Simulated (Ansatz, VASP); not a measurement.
## Cross-check of W between VASP and Ansatz

Aim: how closely do two programs agree when they are given the same cell, functional and k mesh? The cell is taken from a series of runs on this material, whose earlier steps may have relaxed, scaled, displaced or heated it; both programs get it as it stands.

Method: plane waves, with VASP 6.6.1 beside it; single point at PBEsol, in Ansatz 0.2.0.

**1. The starting structure**

The cell holds 10 atoms: 10 W. Cell: a = 4.356 Å, b = 4.356 Å, c = 36.460 Å, α = 90.0°, β = 90.0°, γ = 90.0°. It derives from W. Vacuum lies along c.

**2. Ansatz: single point, PBEsol, pair 1**

Ansatz runs on its PAW soft_1 files.

A single point gives forces, pressure and levels at one fixed geometry, so differences don't come from the geometry; what else differs is listed under the comparison.

The input, input.yaml:

```yaml
crystal:
  lattice:
    - [-3.0799851754, -3.0799851754, 0.0]
    - [-3.0799851754, 3.0799851754, 0.0]
    - [0.0, 0.0, -36.4599902]
  atoms:
    - { symbol: W, position: [0.9971160244, -0.0504254663, 0.8200805945] }
    - { symbol: W, position: [0.5028839756, 0.5504254663, 0.8200805945] }
    - { symbol: W, position: [0.0002566829, 0.4955119753, 0.7793861571] }
    - { symbol: W, position: [0.4997433171, 0.0044880247, 0.7793861571] }
    - { symbol: W, position: [0.5, 0.5, 0.7349149041] }
    - { symbol: W, position: [0.0, 0.0, 0.7349149041] }
    - { symbol: W, position: [-0.0002566829, 0.5044880247, 0.6904436511] }
    - { symbol: W, position: [0.5002566829, -0.0044880247, 0.6904436511] }
    - { symbol: W, position: [1.0028839756, 0.0504254663, 0.6497492137] }
    - { symbol: W, position: [0.4971160244, 0.4495745337, 0.6497492137] }
  periodic: [true, true, false]
kpoints:
  mp_grid: { grid: [8, 8, 1] }
hamiltonian:
  xc: pbesol
  pseudopotentials: { kind: paw, azcp: { folder: soft_1 }, xc_functional: pbe }
scf:
  occupations: { method: methfessel_paxton, width: 0.2 }
output:
  forces: true
  stress: true
  eigenvalues: true
```

Launch:

```bash
$ ansatz run input.yaml --threads 8 --pin off --max-ram 16384MiB --backend cpu --events-out ev --progress --plain --runs-dir out
```

Numbers of over 12 decimals in the logs are rounded to 6 here.

Output:

```text
Engine: ansatz 0.2.0, aarch64-unknown-linux-gnu
Pseudopotentials: kind: paw
Pseudopotential: W, paw, valence charge 14, recommended cutoff 420 eV (normal), soft_1/W.paw.azcp
Functional definition: PBEsol
  exchange = pbesol_x
  correlation = pbesol_c
Crystal: 10 atoms, lattice volume = 691.741 Å³
Basis set: ecut = 420 eV, 13513 PW (Γ), exchange–correlation on 60×60×500 points (8 copies of the dense FFT grid, shifted against one another)
Bands: 84, of which v1, the nominal top of the filled ones, is band 70 counted from 1 (69 counted from 0)
Symmetry: 4 space group operations
Space group: P2/c (ITA 13), of the structure as read, at distance tolerance 8.8e-5 Å
k-points: 34 of 64
Non-local potential: W, projectors of the file, l = 0: 3, l = 1: 2, l = 2: 2, l = 3: 1
PAW form: soft (Blöchl's): semilocal exchange-correlation on the pseudo side does not see the compensation charge
PAW frozen core: W, regenerated for the run's functional, and the local potential with it (the file was generated under x = pbe(κ = 0.804, μ = 0.219515), c = pbe(β = 0.066725))
PAW one-centre angular grid: W, 590 points (default); XC on 64 Gauss nodes
Initial density: superposition of atomic densities (neutral atoms: chi_scale 0, normalization atom)
Initial wavefunctions: pseudopotential atomic-orbital guess
Functional: x = pbesol(κ = 0.804, μ = 0.123457), c = pbesol(β = 0.046)
SCF iter   1: F=—  HF=-102573.248327 eV  |F-HF|=—  |Δ(HF+E_count)|=         —  Δρ=3.87e-2  dr2=6.54e1  ethr=3.10e-3  ⟨swp⟩=12.1  Hψ=19630  notcnv=0
preconditioner: auto → LDOS  [metal: Δε(μ)=0.001 eV  Ē_g=5.273 eV  σ=0.200 eV  W_gap=0.00  n_scr=112 (ndim 8)  ℏωp=10.9 eV  f_vac=0.709  D(μ)=7.48/eV (n_scr^D=16)  β→1.0]
SCF iter   2: F=—  HF=-102571.517918 eV  |F-HF|=—  |Δ(HF+E_count)|=    1.73e0  S|Δr|=    0.00e0  Δρ=3.43e-2  dr2=6.25e1  ethr=3.10e-3  ⟨swp⟩=7.4  Hψ=9509  notcnv=0  defer=122
SCF iter   3: F=—  HF=-102565.510142 eV  |F-HF|=—  |Δ(HF+E_count)|=    6.01e0  S|Δr|=    0.00e0  Δρ=5.65e-3  dr2=1.27e0  ethr=3.10e-3  ⟨swp⟩=5.6  Hψ=8250  notcnv=0  defer=136
SCF iter   4: F=—  HF=-102565.353537 eV  |F-HF|=—  |Δ(HF+E_count)|=   1.57e-1  S|Δr|=    0.00e0  Δρ=1.47e-3  dr2=5.69e-2  ethr=9.08e-4  ⟨swp⟩=3.1  Hψ=4693  notcnv=0  defer=137
SCF iter   5: F=—  HF=-102565.353280 eV  |F-HF|=—  |Δ(HF+E_count)|=   2.56e-4  S|Δr|=    0.00e0  Δρ=5.14e-4  dr2=7.66e-3  ethr=4.07e-5  ⟨swp⟩=4.5  Hψ=6997  notcnv=0  defer=137
SCF iter   6: F=—  HF=-102565.353406 eV  |F-HF|=—  |Δ(HF+E_count)|=   1.26e-4  S|Δr|=    0.00e0  Δρ=1.93e-4  dr2=5.75e-4  ethr=5.47e-6  ⟨swp⟩=3.2  Hψ=4687  notcnv=0  defer=137
SCF iter   7: F=—  HF=-102565.353381 eV  |F-HF|=—  |Δ(HF+E_count)|=   2.50e-5  S|Δr|=    0.00e0  Δρ=6.80e-5  dr2=1.07e-4  ethr=4.11e-7  ⟨swp⟩=4.2  Hψ=6870  notcnv=0  defer=137
SCF iter   8: F=—  HF=-102565.353383 eV  |F-HF|=—  |Δ(HF+E_count)|=   1.51e-6  S|Δr|=    0.00e0  Δρ=2.44e-5  dr2=2.08e-5  ethr=7.67e-8  ⟨swp⟩=3.7  Hψ=5980  notcnv=0  defer=137
SCF iter   9: F=—  HF=-102565.353662 eV  |F-HF|=—  |Δ(HF+E_count)|=   2.79e-4  S|Δr|=    0.00e0  Δρ=7.69e-6  dr2=1.20e-6  ethr=1.49e-8  ⟨swp⟩=3.5  Hψ=5738  notcnv=0  defer=140
SCF iter  10: F=—  HF=-102565.353662 eV  |F-HF|=—  |Δ(HF+E_count)|=   5.95e-7  S|Δr|=    0.00e0  Δρ=3.10e-6  dr2=2.29e-7  ethr=8.60e-10  ⟨swp⟩=4.1  Hψ=6786  notcnv=0  defer=140
SCF iter  11: F=-102565.353662 eV  HF=-102565.353662 eV  |F-HF|=2.52e-8  |Δ(HF+E_count)|=   1.54e-7  S|Δr|=    0.00e0  Δρ=1.23e-6  dr2=2.40e-8  ethr=7.14e-11  ⟨swp⟩=26.4  Hψ=20048  notcnv=0
SCF 1 converged in 11 iterations: F = -102565.353662 eV  dr2 = 2.40e-8
  greatest PAW one-centre occupation: 0.999 electrons in one spin orbital (limit 2), on the W atom at site 7 (counted from 0), in its partial waves of l = 0
SCF converged after 11 iterations
Stability not checked: this state was not tested for a lower state beside it, because cold or Methfessel-Paxton smearing, or corrected tetrahedra, fill the levels in a way that the test cannot read (fill_not_monotonic; see scf.lower_state_search)
Free energy (F): -102565.353662 eV
Harris-Foulkes:  -102565.353662 eV  (|F-HF|=2.52e-8)
Internal energy: -102565.357463 eV  (E = F + TS)
E sigma→0 (E₀):  -102565.354613 eV
Entropy (-TS):   0.003800 eV (0.380 meV/atom)
Fermi energy:    -4.494000 eV
--- Per-component energies (eV) ---
  E_band       = -4575.820330
  E_kinetic    = 4231.430130
  E_local      = -614354.103876  (includes V_loc(G=0)·N_el)
  E_nonlocal   = -221.621837
  E_hartree    = 304862.828641
  E_xc         = -2656.165753
  E_vxc        = -2307.062471  (∫ρ·V_xc dr)
  E_paw        = -84515.868253  (= ΣΔE_a)
  E_vpaw       = -1650.048970  (= ΣTr[D̂ρ^β])
  E_aug_tail   = 0.001501  (compensation charges beyond the density's cutoff)
  E_ewald      = 290085.923408
  E_core_change = 2.218577  (= ΣΔE_core)
  E_smearing   = 0.003800  (= −TS)
  E_closure    = 0.000000  (closes the sum)
  Σ components = -102565.353662   (vs F -102565.353662, Δ=0.00e0)
--- Forces (eV/Å), atoms counted from 1 ---
  atom   1  W     -0.16089770     0.09062399    -0.63558256
  atom   2  W      0.16089770    -0.09062399    -0.63558256
  atom   3  W      0.31231167    -0.36137527     0.66756386
  atom   4  W     -0.31231167     0.36137527     0.66756386
  atom   5  W      0.00000000     0.00000000     0.00000000
  atom   6  W      0.00000000     0.00000000     0.00000000
  atom   7  W     -0.31231167     0.36137527    -0.66756386
  atom   8  W      0.31231167    -0.36137527    -0.66756386
  atom   9  W      0.16089770    -0.09062399     0.63558256
  atom  10  W     -0.16089770     0.09062399     0.63558256
  max |Σ_I F_I| component: 9.71e-17 eV/Å
--- 2D stress c σ (N/m, compression-positive) ---
        3.510530      -0.907607       0.000000
       -0.907607       3.186355       0.000000
        0.000000       0.000000       0.000000
  P = ½ c Tr σ = 3.3484 N/m
--- Band table (eV; the first three rows and the last of 34) ---
  k-point 0: bands = [... 66 lower, -4.9219, -4.8048, -4.6226, -4.4313, -4.3752, -4.1587, -3.2506, -3.1983, ... 10 higher]
  k-point 1: bands = [... 66 lower, -5.0781, -4.8151, -4.6954, -4.5898, -3.9058, -3.8824, -3.4901, -3.3055, ... 10 higher]
  k-point 2: bands = [... 66 lower, -5.2167, -5.0230, -4.8344, -4.2947, -4.0615, -3.8557, -3.5611, -3.5076, ... 10 higher]
  k-point 33: bands = [... 66 lower, -4.8266, -4.7771, -4.4675, -4.4526, -4.4455, -4.4436, -3.7288, -3.6728, ... 10 higher]
  ° read free of the cell's end (the report's vacuum.weakly_bound_levels)
```

Reading the cycles: dr2 is the Hartree energy of the density residual (eV), the measure of convergence; HF is the Harris–Foulkes estimate of the energy, which meets the free energy F at convergence.

**3. VASP: single point, PBEsol, pair 1**

The same cell, functional, mesh and smearing now go to VASP, with its own data sets.

Lines of VASP's logs that name or quote its potential files are left out, and so is its time.

The input, INCAR:

```
SYSTEM = W
PREC = Accurate
ENCUT = 520
EDIFF = 1E-06
NELM = 120
ISMEAR = 1
SIGMA = 0.2
LREAL = .FALSE.
ALGO = Normal
GGA = PS
NBANDS = 40
LASPH = .TRUE.
LORBIT = 11
LWAVE = .FALSE.
LCHARG = .FALSE.
ISIF = 2
LDIPOL = .TRUE.
IDIPOL = 3
DIPOL = 0.5 0.5 0.735
LVHAR = .TRUE.
GGA_COMPAT = .FALSE.
NELMDL = -8
KPAR = 2
```

The input, POSCAR:

```
W
1.0
   -3.0799851754     -3.0799851754      0.0000000000
   -3.0799851754      3.0799851754      0.0000000000
    0.0000000000      0.0000000000    -36.4599902000
W
10
Direct
    0.9971160244      0.9495745337      0.8200805945
    0.5028839756      0.5504254663      0.8200805945
    0.0002566829      0.4955119753      0.7793861571
    0.4997433171      0.0044880247      0.7793861571
    0.5000000000      0.5000000000      0.7349149041
    0.0000000000      0.0000000000      0.7349149041
    0.9997433171      0.5044880247      0.6904436511
    0.5002566829      0.9955119753      0.6904436511
    0.0028839756      0.0504254663      0.6497492137
    0.4971160244      0.4495745337      0.6497492137
```

The input, KPOINTS:

```
Automatic mesh
0
Gamma
8 8 1
0 0 0
```

The projector-augmented-wave data sets are W (PBE family, release 64).

Launch:

```bash
$ mpirun -np 2 vasp_std
```

Output:

```text
[banner, memory and clock lines left out]
running    2 mpi-ranks, on    1 nodes
 distrk:  each k-point on    1 cores,    2 groups
 distr:  one band on    1 cores,    1 groups

 POSCAR found type information on POSCAR W
 POSCAR found :  1 types and      10 ions
|                                                                             |
|               ----> ADVICE to this user running VASP <----                  |
|                                                                             |
|     You enforced a specific xc type in the INCAR file but a different       |
|     [... a line on the potential file left out ...]
|     I HOPE YOU KNOW WHAT YOU ARE DOING!                                     |
|                                                                             |

 LDA part: xc-table for (Slater+PW92), standard interpolation
 POSCAR, INCAR and KPOINTS ok, starting setup
 FFT: planning ... GRIDC
 FFT: planning ... GRID_SOFT
 FFT: planning ... GRID
 WAVECAR not read
 entering main loop
       N       E                     dE             d eps       ncg     rms          rms(c)
DAV:   1     0.368230450269E+03    0.36823E+03   -0.19803E+04  2720   0.111E+03
DAV:   2    -0.757282924955E+02   -0.44396E+03   -0.42060E+03  4160   0.221E+02
DAV:   3    -0.134677529109E+03   -0.58949E+02   -0.57157E+02  3160   0.872E+01
DAV:   4    -0.138360320989E+03   -0.36828E+01   -0.35811E+01  4192   0.205E+01
DAV:   5    -0.138492494404E+03   -0.13217E+00   -0.13118E+00  4424   0.400E+00
DAV:   6    -0.138496786807E+03   -0.42924E-02   -0.42698E-02  4560   0.624E-01
DAV:   7    -0.138496968520E+03   -0.18171E-03   -0.18082E-03  4440   0.117E-01
DAV:   8    -0.138496977364E+03   -0.88442E-05   -0.88323E-05  4440   0.220E-02    0.655E+01
DAV:   9    -0.133856189296E+03    0.46408E+01   -0.60071E+01  4240   0.241E+01    0.354E+01
DAV:  10    -0.164892622584E+03   -0.31036E+02   -0.30261E+02  4592   0.679E+01    0.279E+01
DAV:  11    -0.127421604989E+03    0.37471E+02   -0.22112E+02  4672   0.499E+01    0.434E+00
DAV:  12    -0.128587693843E+03   -0.11661E+01   -0.15830E+01  4048   0.150E+01    0.503E+00
DAV:  13    -0.128517076412E+03    0.70617E-01   -0.11158E+00  4480   0.399E+00    0.363E+00
DAV:  14    -0.128516304849E+03    0.77156E-03   -0.40768E-02  4392   0.808E-01    0.340E+00
[...]
DAV:  25    -0.128461212202E+03   -0.26777E-04   -0.58706E-06  3456   0.870E-03    0.118E-02
DAV:  26    -0.128461226380E+03   -0.14178E-04   -0.11387E-06  2312   0.452E-03    0.120E-02
DAV:  27    -0.128461239223E+03   -0.12843E-04   -0.29970E-06  2912   0.504E-03    0.467E-03
DAV:  28    -0.128461249062E+03   -0.98382E-05   -0.79223E-07  2280   0.313E-03    0.273E-03
DAV:  29    -0.128461251816E+03   -0.27546E-05   -0.48008E-07  2128   0.254E-03    0.228E-03
DAV:  30    -0.128461256839E+03   -0.50223E-05   -0.46865E-07  2200   0.245E-03    0.125E-03
DAV:  31    -0.128461257872E+03   -0.10336E-05   -0.14018E-07  2128   0.151E-03    0.529E-04
DAV:  32    -0.128461258356E+03   -0.48385E-06   -0.79858E-08  2128   0.964E-04
   1 F= -.12846126E+03 E0= -.12846226E+03  d E =0.299509E-02
```

From OUTCAR (step 3):

```text
ion  position               nearest neighbor table
   1  0.997  0.950  0.820-   3 2.47   4 2.64   4 2.66   2 2.77   3 2.80   2 2.81   6 3.11   2 3.39
                             2 3.42
   2  0.503  0.550  0.820-   4 2.47   3 2.64   3 2.66   1 2.77   4 2.80   1 2.81   5 3.11   1 3.39
                             1 3.42
   3  0.000  0.496  0.779-   1 2.47   2 2.64   2 2.66   6 2.70   5 2.71   5 2.72   6 2.73   1 2.80
                             4 3.05   4 3.05   4 3.11   4 3.11   7 3.24
   4  0.500  0.004  0.779-   2 2.47   1 2.64   1 2.66   5 2.70   6 2.71   6 2.72   5 2.73   2 2.80
                             3 3.05   3 3.05   3 3.11   3 3.11   8 3.24
   5  0.500  0.500  0.735-   4 2.70   8 2.70   3 2.71   7 2.71   3 2.72   7 2.72   4 2.73   8 2.73
                             6 3.08   6 3.08   6 3.08   6 3.08   2 3.11  10 3.11
   6  0.000  0.000  0.735-   3 2.70   7 2.70   4 2.71   8 2.71   4 2.72   8 2.72   3 2.73   7 2.73
                             5 3.08   5 3.08   5 3.08   5 3.08   1 3.11   9 3.11
   7  1.000  0.504  0.690-   9 2.47  10 2.64  10 2.66   6 2.70   5 2.71   5 2.72   6 2.73   9 2.80
                             8 3.05   8 3.05   8 3.11   8 3.11   3 3.24
   8  0.500  0.996  0.690-  10 2.47   9 2.64   9 2.66   5 2.70   6 2.71   6 2.72   5 2.73  10 2.80
                             7 3.05   7 3.05   7 3.11   7 3.11   4 3.24
   9  0.003  0.050  0.650-   7 2.47   8 2.64   8 2.66  10 2.77   7 2.80  10 2.81   6 3.11  10 3.39
                            10 3.42
  10  0.497  0.450  0.650-   8 2.47   7 2.64   7 2.66   9 2.77   8 2.80   9 2.81   5 3.11   9 3.39
                             9 3.42

  LATTYP: Found a simple tetragonal cell.
 ALAT       =     4.3557568070
 C/A-ratio  =     8.3705293514

 Subroutine GETGRP returns: Found  4 space group operations
 (whereof  1 operations were pure point group operations)

The static configuration has the point symmetry C_1 .
 The point group associated with its full space group is C_2h.

 Found     34 irreducible k-points:

   k-points           NKPTS =     34   k-points in BZ     NKDIM =     34   number of bands    NBANDS=     40

   dimension x,y,z NGX =    32 NGY =   32 NGZ =  280
   dimension x,y,z NGXF=    64 NGYF=   64 NGZF=  560

   ENCUT  =  520.0 eV  38.22 Ry    6.18 a.u.   8.10  8.10 67.79*2*pi/ulx,y,z

   NELECT =      60.0000    total number of electrons

 k-points in reciprocal lattice and weights: Automatic mesh
   0.00000000  0.00000000  0.00000000       0.016
   0.12500000  0.00000000  0.00000000       0.031
   0.00000000  0.12500000  0.00000000       0.031
   0.25000000  0.00000000  0.00000000       0.031
   0.00000000  0.25000000  0.00000000       0.031
   0.37500000  0.00000000  0.00000000       0.031
   0.00000000  0.37500000  0.00000000       0.031
   0.50000000  0.00000000  0.00000000       0.016
   0.00000000  0.50000000  0.00000000       0.016
[...]
-0.37500000  0.50000000  0.00000000       0.031
   0.50000000  0.50000000  0.00000000       0.016

 dipolmoment           0.000000      0.000000      0.000005 electrons x Angstroem

 average (electrostatic) potential at core
       1 -46.8214       2 -46.8214       3 -46.6884       4 -46.6884       5 -46.9842
       6 -46.9842       7 -46.6884       8 -46.6884       9 -46.8214      10 -46.8214

 E-fermi :  -1.6825

 k-point     1 :       0.0000    0.0000    0.0000
  band No.  band energies     occupation
    ...
     26      -2.3574      2.00002
     27      -2.1176      2.00871
     28      -2.0028      2.04599
     29      -1.8007      1.83165
     30      -1.6306      0.57691
     31      -1.5583      0.14174
     32      -1.3497     -0.04027
     33      -0.4387     -0.00000
     34      -0.3828     -0.00000
     35       0.2079     -0.00000
    ...

 k-point     2 :       0.1250    0.0000    0.0000
  band No.  band energies     occupation
    ...
     26      -2.4378      2.00000
     27      -2.3617      2.00002
     28      -2.0082      2.04350
     29      -1.9432      2.06920
     30      -1.6423      0.66758
     31      -1.2558     -0.01015
     32      -1.2251     -0.00568
     33      -0.6073     -0.00000
     34      -0.4005     -0.00000
     35      -0.0249     -0.00000
    ...

 k-point     3 :       0.0000    0.1250    0.0000
  band No.  band energies     occupation
    ...
     26      -2.3580      2.00002
     27      -2.2652      2.00030
     28      -2.0114      2.04206
     29      -1.8814      2.04905
     30      -1.7815      1.73489
     31      -1.0920     -0.00024
     32      -1.0717     -0.00014
     33      -0.6815     -0.00000
     34      -0.4931     -0.00000
     35      -0.0543     -0.00000
    ...

  Total        0.7461737      0.3743146      0.4303227     -0.7503335      0.0000000      0.0000000
  in kB        1.7282506      0.8669691      0.9966921     -1.7378854      0.0000000      0.0000000
  external PRESSURE =       1.1973039 kB  Pullay stress =       0.0000000 kB

  energy-cutoff  :      520.00
  volume of cell :      691.74
      direct lattice vectors                 reciprocal lattice vectors
    -3.079985175 -3.079985175  0.000000000    -0.162338444 -0.162338444  0.000000000
    -3.079985175  3.079985175  0.000000000    -0.162338444  0.162338444  0.000000000
     0.000000000  0.000000000-36.459990200     0.000000000  0.000000000 -0.027427325

 POSITION                                       TOTAL-FORCE (eV/Angst)
 -----------------------------------------------------------------------------------
     -5.99578     -0.14643    -29.90013         0.015323     -0.064419     -0.309706
     -3.24418      0.14643    -29.90013        -0.015323      0.064419     -0.309706
     -1.52696      1.52538    -28.41641         0.166710     -0.200113      0.517054
     -1.55303     -1.52538    -28.41641        -0.166710      0.200113      0.517054
     -3.07999      0.00000    -26.79499        -0.000000      0.000000     -0.000000
      0.00000      0.00000    -26.79499        -0.000000      0.000000     -0.000000
     -4.63301     -1.52538    -25.17357        -0.166710      0.200113     -0.517054
     -4.60695      1.52538    -25.17357         0.166710     -0.200113     -0.517054
     -0.16419      0.14643    -23.68985        -0.015323      0.064419      0.309706
     -2.91579     -0.14643    -23.68985         0.015323     -0.064419      0.309706
 -----------------------------------------------------------------------------------
    total drift:                               -0.000000     -0.000000      0.000083

  FREE ENERGIE OF THE ION-ELECTRON SYSTEM (eV)
  ---------------------------------------------------
  free  energy   TOTEN  =      -128.4612583559 eV

  energy  without entropy=     -128.4642534444  energy(sigma->0) =     -128.46225672

 vacuum level on the upper side and lower side of the slab         2.823         2.823

 total charge
# of ion       s       p       d       tot
------------------------------------------
    1        0.688   0.473   4.204   5.365
    2        0.688   0.473   4.204   5.365
    3        0.722   0.751   4.356   5.828
    4        0.722   0.751   4.356   5.828
    5        0.690   0.732   4.259   5.681
    6        0.690   0.732   4.259   5.681
    7        0.722   0.751   4.356   5.828
    8        0.722   0.751   4.356   5.828
    9        0.688   0.473   4.204   5.365
   10        0.688   0.473   4.204   5.365
--------------------------------------------------
tot          7.019   6.358  42.754  56.132

[... 3 further parts left out ...]
```

The data set W keeps the semicore shell frozen, which is cheaper and a little less accurate.

**4. Differences**

Known differences besides the potentials themselves: Ansatz cuts the interaction across the vacuum, VASP repeats the sheet with a dipole correction; the data sets hold 140 valence electrons in Ansatz (on its PAW soft_1 files) and 60 in VASP; the cutoff is 420 eV in Ansatz and 520 eV in VASP; Ansatz makes its cores anew for this functional, VASP keeps those of its PBE data sets. Total energies have different zeros and are not compared.

Forces (eV/Å; atoms numbered as in POSCAR):

```
atom         Ansatz x, y, z           VASP x, y, z
  W1  -0.161, 0.091, -0.636  0.015, -0.064, -0.310
  W2  0.161, -0.091, -0.636  -0.015, 0.064, -0.310
  W3   0.312, -0.361, 0.668   0.167, -0.200, 0.517
  W4   -0.312, 0.361, 0.668   -0.167, 0.200, 0.517
  W5    0.000, 0.000, 0.000    0.000, 0.000, 0.000
  W6    0.000, 0.000, 0.000    0.000, 0.000, 0.000
  W7  -0.312, 0.361, -0.668  -0.167, 0.200, -0.517
  W8  0.312, -0.361, -0.668  0.167, -0.200, -0.517
  W9   0.161, -0.091, 0.636   -0.015, 0.064, 0.310
 W10   -0.161, 0.091, 0.636   0.015, -0.064, 0.310
```

The forces differ by 176 meV/Å r.m.s., which is 72.9 % of the r.m.s. force of 0.241 eV/Å (both taken over all components). With vacuum in the cell, a pressure given here is an average over mostly empty space and none of the material.

(Continued in part 2 of 2.)

[Lines on the potential files, build, host, timing and source positions are cut from VASP's logs without a mark.]

[Logs are printed without paths, hosts, clocks, repeated set-up lines and the standing remarks that a program may print on its own settings, such as how far it seeks lower states.]

[Hosts, paths, dates, database ids (printed as entryN), source tags and the programs' standing remarks are cut or masked in the printed files.]
